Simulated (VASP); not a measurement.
**FeCo2Au: magnetic orders**

Wanted: the lowest of several collinear orders of FeCo2Au. The cell is invented: it takes the structure of a Materials Project entry for Fe3Au (space group 139 there), with some of its atoms replaced by other elements, volume scaled by an estimate. It may not be a known or stable phase.

Main program and level: VASP 6.6.1; PBEsol, DFT+U (Co d 2 eV, Fe d 3 eV), spin-polarised from a ferromagnetic start; plane waves and PAW (Au, Co, Fe), in the first sound run; inputs show where later runs differ.

**1. The structure**

It takes space group I4/mmm (No. 139, tetragonal). Conventional cell: a = 3.700 Å, b = 3.700 Å, c = 7.600 Å, α = 90.00°, β = 90.00°, γ = 90.00°. Au has 4 Fe at 2.62 Å and 8 Co at 2.65 Å nearest. Nearest to Co lie 4 Co at 2.62 Å and 4 Au at 2.65 Å and 4 Fe at 2.65 Å. Nearest to Fe lie 4 Au at 2.62 Å and 8 Co at 2.65 Å. It derives from Fe3Au. It takes the structure of a Materials Project entry for Fe3Au (space group 139 there), with some of its atoms replaced by other elements, volume scaled by an estimate. Farther neighbours are not listed.

As a file:

```xyz
4
Lattice="-1.8500 1.8500 3.8000 1.8500 -1.8500 3.8000 1.8500 1.8500 -3.8000" Properties=species:S:1:pos:R:3 pbc="T T T"
Au    0.0000    0.0000    0.0000
Co    0.0000    1.8500    1.9000
Co    1.8500    0.0000    1.9000
Fe    0.0000    0.0000    3.8000
```

**2. Relax in the ferromagnetic state**

All later runs share one geometry, relaxed here from a start with parallel moments; where they turned over, the text says so.

INCAR

```
SYSTEM = FeCo2Au
PREC = Accurate
ENCUT = 350
EDIFF = 1E-05
NELM = 120
ISMEAR = 1
SIGMA = 0.05
LREAL = .FALSE.
ALGO = Normal
GGA = PS
NBANDS = 26
ISPIN = 2
MAGMOM = 0 2 2 3
LDAU = .TRUE.
LDAUTYPE = 2
LDAUL = -1 2 2
LDAUU = 0 2 3
LDAUJ = 0 0 0
LDAUPRINT = 1
LASPH = .TRUE.
LMAXMIX = 4
LORBIT = 11
LWAVE = .FALSE.
LCHARG = .FALSE.
IBRION = 2
NSW = 40
ISIF = 3
EDIFFG = -0.02
POTIM = 0.4
MAXMIX = 40
```

POSCAR

```
FeCo2Au
1.0
   -1.8499900000      1.8499900000      3.8000390000
    1.8499900000     -1.8499900000      3.8000390000
    1.8499900000      1.8499900000     -3.8000390000
Au Co Fe
1 2 1
Direct
    0.0000000000      0.0000000000      0.0000000000
    0.7500000000      0.2500000000      0.5000000000
    0.2500000000      0.7500000000      0.5000000000
    0.5000000000      0.5000000000      0.0000000000
```

KPOINTS

```
Automatic mesh
0
Gamma
9 9 9
0 0 0
```

Potentials, in the order of the species: Au, Co and Fe (PBE family, release 64).

Command:

```sh
mpirun -np 1 vasp_std
```

The program printed:

```text
[banner, memory and clock lines left out]
running    1 mpi-ranks, on    1 nodes
 distrk:  each k-point on    1 cores,    1 groups
 distr:  one band on    1 cores,    1 groups

 POSCAR found type information on POSCAR AuCoFe
 POSCAR found :  3 types and       4 ions
|                                                                             |
|               ----> ADVICE to this user running VASP <----                  |
|                                                                             |
|     You enforced a specific xc type in the INCAR file but a different       |
|     [... a line on the potential file left out ...]
|     I HOPE YOU KNOW WHAT YOU ARE DOING!                                     |
|                                                                             |

 LDA part: xc-table for (Slater+PW92), standard interpolation
 POSCAR, INCAR and KPOINTS ok, starting setup
 FFT: planning ... GRIDC
 FFT: planning ... GRID_SOFT
 FFT: planning ... GRID
 WAVECAR not read
 entering main loop
       N       E                     dE             d eps       ncg     rms          rms(c)
DAV:   1     0.229887520549E+03    0.22989E+03   -0.13145E+04  7904   0.131E+03
DAV:   2    -0.934323213965E+01   -0.23923E+03   -0.22466E+03  7906   0.309E+02
DAV:   3    -0.249320855375E+02   -0.15589E+02   -0.14600E+02  8532   0.995E+01
DAV:   4    -0.252683131010E+02   -0.33623E+00   -0.33373E+00  8592   0.141E+01
DAV:   5    -0.252768760691E+02   -0.85630E-02   -0.85610E-02 10334   0.210E+00    0.210E+01
DAV:   6    -0.228541113760E+02    0.24228E+01   -0.24955E+01  8552   0.801E+01    0.169E+01
DAV:   7    -0.237924737049E+02   -0.93836E+00   -0.10477E+01  9238   0.842E+01    0.197E+01
DAV:   8    -0.224745258054E+02    0.13179E+01   -0.62762E+00  9972   0.543E+01    0.874E+00
DAV:   9    -0.223389582426E+02    0.13557E+00   -0.71826E-01 10458   0.146E+01    0.395E+00
DAV:  10    -0.223395364462E+02   -0.57820E-03   -0.19609E-01 11320   0.899E+00    0.185E+00
DAV:  11    -0.223534190794E+02   -0.13883E-01   -0.39957E-02 10058   0.234E+00    0.990E-01
DAV:  12    -0.223551614709E+02   -0.17424E-02   -0.13463E-02 10606   0.299E+00    0.453E-01
DAV:  13    -0.223585932952E+02   -0.34318E-02   -0.60970E-03 12254   0.972E-01    0.293E-01
DAV:  14    -0.223622228142E+02   -0.36295E-02   -0.61264E-03 12658   0.106E+00    0.183E-01
DAV:  15    -0.223635132148E+02   -0.12904E-02   -0.31005E-03 12484   0.758E-01    0.939E-02
DAV:  16    -0.223637729081E+02   -0.25969E-03   -0.38225E-04 11158   0.283E-01    0.553E-02
DAV:  17    -0.223638965245E+02   -0.12362E-03   -0.13111E-04 10334   0.182E-01    0.389E-02
DAV:  18    -0.223639891734E+02   -0.92649E-04   -0.18571E-04  9608   0.178E-01    0.327E-02
DAV:  19    -0.223640371946E+02   -0.48021E-04   -0.15211E-04  8856   0.143E-01    0.248E-02
DAV:  20    -0.223640645102E+02   -0.27316E-04   -0.10726E-04  9854   0.164E-01    0.126E-02
DAV:  21    -0.223640699938E+02   -0.54836E-05   -0.20888E-05  4870   0.508E-02
   1 F= -.22364070E+02 E0= -.22364181E+02  d E =-.223641E+02  mag=     6.9117
 curvature:   0.00 expect dE= 0.000E+00 dE for cont linesearch  0.000E+00
 trial: gam= 0.00000 g(F)=  0.282E-45 g(S)=  0.813E-01 ort = 0.000E+00 (trialstep = 0.100E+01)
 search vector abs. value=  0.813E-01
 bond charge predicted
       N       E                     dE             d eps       ncg     rms          rms(c)
DAV:   1    -0.233935518886E+02   -0.10295E+01   -0.16362E+01  8106   0.464E+01    0.809E+00
DAV:   2    -0.223834517262E+02    0.10101E+01   -0.29276E+00  8212   0.202E+01    0.287E+00
DAV:   3    -0.223785143140E+02    0.49374E-02   -0.19633E-01  9162   0.650E+00    0.138E+00
DAV:   4    -0.223696573218E+02    0.88570E-02   -0.94832E-02 11862   0.500E+00    0.107E+00
DAV:   5    -0.223780545207E+02   -0.83972E-02   -0.31558E-02 12362   0.357E+00    0.256E-01
DAV:   6    -0.223784091016E+02   -0.35458E-03   -0.48039E-03 10518   0.803E-01    0.116E-01
DAV:   7    -0.223784364383E+02   -0.27337E-04   -0.45212E-04 10926   0.361E-01    0.443E-02
DAV:   8    -0.223785160333E+02   -0.79595E-04   -0.41445E-04 11750   0.267E-01    0.381E-02
DAV:   9    -0.223785375139E+02   -0.21481E-04   -0.13738E-04  9706   0.153E-01    0.123E-02
DAV:  10    -0.223785433320E+02   -0.58181E-05   -0.17205E-05  4248   0.499E-02
   2 F= -.22378543E+02 E0= -.22378499E+02  d E =-.144733E-01  mag=     6.8320
[...]
3 F= -.22389297E+02 E0= -.22389478E+02  d E =-.252266E-01  mag=     6.8819
[...]
4 F= -.22389287E+02 E0= -.22389468E+02  d E =-.252174E-01  mag=     6.8829
[...]
5 F= -.22389731E+02 E0= -.22389903E+02  d E =-.443355E-03  mag=     6.8822
 trial-energy change:   -0.000443  1 .order   -0.000455   -0.000595   -0.000316
 step:   1.9590(harm=  1.9590)  dis= 0.00000  next Energy=   -22.389922 (dE=-0.634E-03)
 bond charge predicted
       N       E                     dE             d eps       ncg     rms          rms(c)
DAV:   1    -0.223909431982E+02   -0.12146E-02   -0.59250E-02  8084   0.172E+00    0.249E-01
DAV:   2    -0.223898153278E+02    0.11279E-02   -0.18837E-03 11068   0.769E-01    0.155E-02
DAV:   3    -0.223898684793E+02   -0.53151E-04   -0.27771E-04 10740   0.249E-01    0.855E-03
DAV:   4    -0.223898751940E+02   -0.67147E-05   -0.15003E-04  9248   0.172E-01    0.800E-03
DAV:   5    -0.223898744546E+02    0.73939E-06   -0.42870E-05  5166   0.612E-02
   6 F= -.22389874E+02 E0= -.22390021E+02  d E =-.587107E-03  mag=     6.8798
 curvature:  -0.99 expect dE=-0.453E-05 dE for cont linesearch -0.362E-06
 trial: gam=-0.01036 g(F)=  0.753E-46 g(S)=  0.459E-05 ort = 0.155E-04 (trialstep = 0.113E+01)
 search vector abs. value=  0.434E-05
 reached required accuracy - stopping structural energy minimisation
```

Wall time 5.2 min (1 MPI rank of Intel Xeon 6975P-C (Granite Rapids), shared host); peak memory 0.26 GiB.

The logs omit lines about the potential files and the build; timing stands in the text.

(Part 1 of 5 ends here.)

[Lines on the potential files, build, host, timing and source positions are cut from VASP's logs without a mark.]

[Logs are printed without paths, hosts, clocks, repeated set-up lines and the standing remarks that a program may print on its own settings, such as how far it seeks lower states.]

[Hosts, paths, dates, database ids (printed as entryN), source tags and the programs' standing remarks are cut or masked in the printed files.]

[In band tables of VASP the shares of atoms and orbitals are scaled to a sum of 1 inside the atoms' spheres.]

[Runs that stopped without an error message from VASP are left out.]
